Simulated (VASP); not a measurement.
OSZICAR of a VASP run on CeO₂ (fluorite):

File OSZICAR:
```
       N       E                     dE             d eps       ncg     rms          rms(c)
DAV:   1     0.226728488232E+03    0.22673E+03   -0.11418E+04   520   0.199E+03
DAV:   2     0.119507512912E+02   -0.21478E+03   -0.20622E+03   744   0.308E+02
DAV:   3    -0.299865586522E+02   -0.41937E+02   -0.38007E+02   672   0.149E+02
DAV:   4    -0.317037403892E+02   -0.17172E+01   -0.17170E+01   784   0.341E+01
DAV:   5    -0.317839786266E+02   -0.80238E-01   -0.80237E-01   832   0.658E+00    0.314E+01
DAV:   6    -0.298730207412E+02    0.19110E+01   -0.10459E+00   800   0.876E+00    0.297E+01
DAV:   7    -0.285137090798E+02    0.13593E+01   -0.90652E-01   808   0.818E+00    0.277E+01
DAV:   8    -0.275868211079E+02    0.92689E+00   -0.70467E-01   808   0.731E+00    0.255E+01
DAV:   9    -0.269841416623E+02    0.60268E+00   -0.54055E-01   808   0.641E+00    0.233E+01
DAV:  10    -0.266175984865E+02    0.36654E+00   -0.40471E-01   808   0.548E+00    0.211E+01
DAV:  11    -0.264120084819E+02    0.20559E+00   -0.26732E-01   784   0.441E+00    0.191E+01
DAV:  12    -0.263059211606E+02    0.10609E+00   -0.15990E-01   816   0.333E+00    0.174E+01
DAV:  13    -0.262548097194E+02    0.51111E-01   -0.82986E-02   800   0.237E+00    0.159E+01
DAV:  14    -0.262307702206E+02    0.24039E-01   -0.39079E-02   808   0.158E+00    0.148E+01
DAV:  15    -0.262189370552E+02    0.11833E-01   -0.16221E-02   792   0.990E-01    0.138E+01
DAV:  16    -0.262124506900E+02    0.64864E-02   -0.66544E-03   832   0.602E-01    0.130E+01
DAV:  17    -0.262084110085E+02    0.40397E-02   -0.27079E-03   760   0.367E-01    0.123E+01
DAV:  18    -0.262056425868E+02    0.27684E-02   -0.12863E-03   736   0.234E-01    0.117E+01
DAV:  19    -0.262036481326E+02    0.19945E-02   -0.68747E-04   744   0.166E-01    0.111E+01
DAV:  20    -0.262021906474E+02    0.14575E-02   -0.43754E-04   808   0.137E-01    0.106E+01
DAV:  21    -0.262011378158E+02    0.10528E-02   -0.30852E-04   768   0.125E-01    0.101E+01
DAV:  22    -0.262004017157E+02    0.73610E-03   -0.23765E-04   768   0.117E-01    0.961E+00
DAV:  23    -0.261999172944E+02    0.48442E-03   -0.18993E-04   720   0.111E-01    0.915E+00
DAV:  24    -0.261996338051E+02    0.28349E-03   -0.15777E-04   856   0.104E-01    0.872E+00
DAV:  25    -0.261995095476E+02    0.12426E-03   -0.12669E-04   720   0.977E-02    0.830E+00
DAV:  26    -0.261995107386E+02   -0.11909E-05   -0.10761E-04   816   0.914E-02    0.791E+00
DAV:  27    -0.261996100451E+02   -0.99307E-04   -0.91592E-05   760   0.867E-02    0.753E+00
DAV:  28    -0.261997849728E+02   -0.17493E-03   -0.78037E-05   808   0.811E-02    0.717E+00
DAV:  29    -0.262000171946E+02   -0.23222E-03   -0.69373E-05   800   0.775E-02    0.682E+00
DAV:  30    -0.262002915264E+02   -0.27433E-03   -0.56816E-05   824   0.720E-02    0.650E+00
DAV:  31    -0.262005957075E+02   -0.30418E-03   -0.49994E-05   760   0.683E-02    0.618E+00
DAV:  32    -0.262009201089E+02   -0.32440E-03   -0.44501E-05   864   0.639E-02    0.588E+00
DAV:  33    -0.262012565062E+02   -0.33640E-03   -0.38098E-05   816   0.609E-02    0.560E+00
DAV:  34    -0.262015984124E+02   -0.34191E-03   -0.32936E-05   792   0.574E-02    0.533E+00
DAV:  35    -0.262019408921E+02   -0.34248E-03   -0.30661E-05   832   0.548E-02    0.507E+00
DAV:  36    -0.262022798620E+02   -0.33897E-03   -0.26051E-05   816   0.515E-02    0.482E+00
DAV:  37    -0.262026122244E+02   -0.33236E-03   -0.24727E-05   840   0.496E-02    0.458E+00
DAV:  38    -0.262029356041E+02   -0.32338E-03   -0.21231E-05   816   0.466E-02    0.436E+00
DAV:  39    -0.262032481143E+02   -0.31251E-03   -0.19038E-05   784   0.446E-02    0.415E+00
DAV:  40    -0.262035485750E+02   -0.30046E-03   -0.17791E-05   824   0.425E-02    0.394E+00
DAV:  41    -0.262038361213E+02   -0.28755E-03   -0.16115E-05   816   0.402E-02    0.375E+00
DAV:  42    -0.262041101287E+02   -0.27401E-03   -0.14173E-05   776   0.385E-02    0.356E+00
DAV:  43    -0.262043703774E+02   -0.26025E-03   -0.13765E-05   816   0.371E-02    0.339E+00
DAV:  44    -0.262046168032E+02   -0.24643E-03   -0.11945E-05   792   0.348E-02    0.322E+00
DAV:  45    -0.262048494353E+02   -0.23263E-03   -0.10922E-05   784   0.336E-02    0.306E+00
DAV:  46    -0.262050686247E+02   -0.21919E-03   -0.10709E-05   816   0.319E-02    0.291E+00
DAV:  47    -0.262052746245E+02   -0.20600E-03   -0.90059E-06   768   0.303E-02    0.277E+00
DAV:  48    -0.262054678379E+02   -0.19321E-03   -0.84432E-06   744   0.290E-02    0.263E+00
DAV:  49    -0.262056487750E+02   -0.18094E-03   -0.77514E-06   752   0.276E-02    0.250E+00
DAV:  50    -0.262058179178E+02   -0.16914E-03   -0.71342E-06   736   0.269E-02    0.238E+00
DAV:  51    -0.262059758362E+02   -0.15792E-03   -0.68918E-06   720   0.255E-02    0.226E+00
DAV:  52    -0.262061231323E+02   -0.14730E-03   -0.66560E-06   752   0.247E-02    0.215E+00
DAV:  53    -0.262062602838E+02   -0.13715E-03   -0.56572E-06   672   0.231E-02    0.204E+00
DAV:  54    -0.262063878546E+02   -0.12757E-03   -0.52279E-06   656   0.219E-02    0.194E+00
DAV:  55    -0.262065063930E+02   -0.11854E-03   -0.46373E-06   672   0.210E-02    0.185E+00
DAV:  56    -0.262066164479E+02   -0.11005E-03   -0.45040E-06   632   0.203E-02    0.176E+00
DAV:  57    -0.262067185295E+02   -0.10208E-03   -0.40180E-06   592   0.193E-02    0.167E+00
DAV:  58    -0.262068131410E+02   -0.94612E-04   -0.38023E-06   576   0.188E-02    0.159E+00
DAV:  59    -0.262069007796E+02   -0.87639E-04   -0.36093E-06   576   0.180E-02    0.151E+00
DAV:  60    -0.262069818932E+02   -0.81114E-04   -0.32784E-06   568   0.175E-02    0.143E+00
DAV:  61    -0.262070569324E+02   -0.75039E-04   -0.32251E-06   544   0.168E-02    0.136E+00
DAV:  62    -0.262071262998E+02   -0.69367E-04   -0.28070E-06   528   0.161E-02    0.129E+00
DAV:  63    -0.262071903873E+02   -0.64087E-04   -0.25422E-06   512   0.152E-02    0.123E+00
DAV:  64    -0.262072495576E+02   -0.59170E-04   -0.22581E-06   456   0.148E-02    0.117E+00
DAV:  65    -0.262073041778E+02   -0.54620E-04   -0.22059E-06   496   0.145E-02    0.111E+00
DAV:  66    -0.262073545627E+02   -0.50385E-04   -0.19608E-06   456   0.139E-02    0.106E+00
DAV:  67    -0.262074010264E+02   -0.46464E-04   -0.18631E-06   408   0.138E-02    0.100E+00
DAV:  68    -0.262074438655E+02   -0.42839E-04   -0.17960E-06   432   0.132E-02    0.955E-01
DAV:  69    -0.262074833378E+02   -0.39472E-04   -0.15998E-06   392   0.131E-02    0.908E-01
DAV:  70    -0.262075197018E+02   -0.36364E-04   -0.14946E-06   400   0.126E-02    0.863E-01
DAV:  71    -0.262075531900E+02   -0.33488E-04   -0.14076E-06   400   0.125E-02    0.820E-01
DAV:  72    -0.262075840211E+02   -0.30831E-04   -0.13190E-06   360   0.122E-02    0.780E-01
DAV:  73    -0.262076124136E+02   -0.28392E-04   -0.13621E-06   432   0.119E-02    0.741E-01
DAV:  74    -0.262076385323E+02   -0.26119E-04   -0.11144E-06   336   0.114E-02    0.704E-01
DAV:  75    -0.262076625811E+02   -0.24049E-04   -0.12557E-06   360   0.112E-02    0.670E-01
DAV:  76    -0.262076846889E+02   -0.22108E-04   -0.96266E-07   320   0.106E-02    0.636E-01
DAV:  77    -0.262077050415E+02   -0.20353E-04   -0.11456E-06   360   0.106E-02    0.605E-01
DAV:  78    -0.262077237399E+02   -0.18698E-04   -0.77111E-07   288   0.993E-03    0.575E-01
DAV:  79    -0.262077409288E+02   -0.17189E-04   -0.80004E-07   328   0.991E-03    0.547E-01
DAV:  80    -0.262077567301E+02   -0.15801E-04   -0.71469E-07   320   0.975E-03    0.520E-01
DAV:  81    -0.262077712885E+02   -0.14558E-04   -0.10494E-06   304   0.964E-03    0.494E-01
DAV:  82    -0.262077846384E+02   -0.13350E-04   -0.61905E-07   296   0.925E-03    0.469E-01
DAV:  83    -0.262077969050E+02   -0.12267E-04   -0.60447E-07   296   0.907E-03    0.446E-01
DAV:  84    -0.262078081757E+02   -0.11271E-04   -0.56354E-07   296   0.902E-03    0.424E-01
DAV:  85    -0.262078185322E+02   -0.10356E-04   -0.56737E-07   296   0.884E-03    0.403E-01
DAV:  86    -0.262078281025E+02   -0.95703E-05   -0.10782E-06   304   0.875E-03    0.383E-01
DAV:  87    -0.262078368476E+02   -0.87451E-05   -0.46641E-07   280   0.781E-03    0.364E-01
DAV:  88    -0.262078448803E+02   -0.80327E-05   -0.42696E-07   280   0.796E-03    0.346E-01
DAV:  89    -0.262078522589E+02   -0.73786E-05   -0.41976E-07   280   0.751E-03    0.329E-01
DAV:  90    -0.262078590367E+02   -0.67779E-05   -0.38703E-07   280   0.763E-03    0.313E-01
DAV:  91    -0.262078652623E+02   -0.62256E-05   -0.37871E-07   280   0.720E-03    0.298E-01
DAV:  92    -0.262078709807E+02   -0.57184E-05   -0.35069E-07   280   0.730E-03    0.283E-01
DAV:  93    -0.262078762332E+02   -0.52524E-05   -0.34330E-07   280   0.690E-03    0.269E-01
DAV:  94    -0.262078810579E+02   -0.48247E-05   -0.31887E-07   280   0.698E-03    0.256E-01
DAV:  95    -0.262078854896E+02   -0.44317E-05   -0.31076E-07   280   0.660E-03    0.243E-01
DAV:  96    -0.262078895605E+02   -0.40709E-05   -0.29062E-07   296   0.665E-03    0.231E-01
DAV:  97    -0.262078933001E+02   -0.37396E-05   -0.28007E-07   280   0.627E-03    0.220E-01
DAV:  98    -0.262078967353E+02   -0.34352E-05   -0.26235E-07   280   0.632E-03    0.209E-01
DAV:  99    -0.262078998914E+02   -0.31561E-05   -0.25242E-07   280   0.596E-03    0.199E-01
DAV: 100    -0.262079027910E+02   -0.28996E-05   -0.23617E-07   280   0.600E-03
   1 F= -.26207903E+02 E0= -.26207903E+02  d E =-.259258E-11
```

Problem. Which electronic solver shows in the log?

Solution. It is blocked Davidson (ALGO = Normal, or the opening steps of other solvers). The INCAR had ALGO = Normal.

Problem. How was spin treated?

Solution. Without spin polarisation: there is no mag entry.

Problem. Can the final energy be trusted as converged?

Solution. The run did not converge; its last values are not results. It stopped with EDIFF = 1E-6, NELM = 100 (PBE GGA, plane waves, VASP's PBE PAW potentials (set 64)).

The compound is CeO2 in the fluorite structure. The cell was not relaxed at this level. The run is one of a series of settings (AMIX = 0.05, BMIX = 0.0001, IMIX = 1 against the base run), some of them coarse on purpose. The run is not spin-polarised, so no magnetic state was tried.
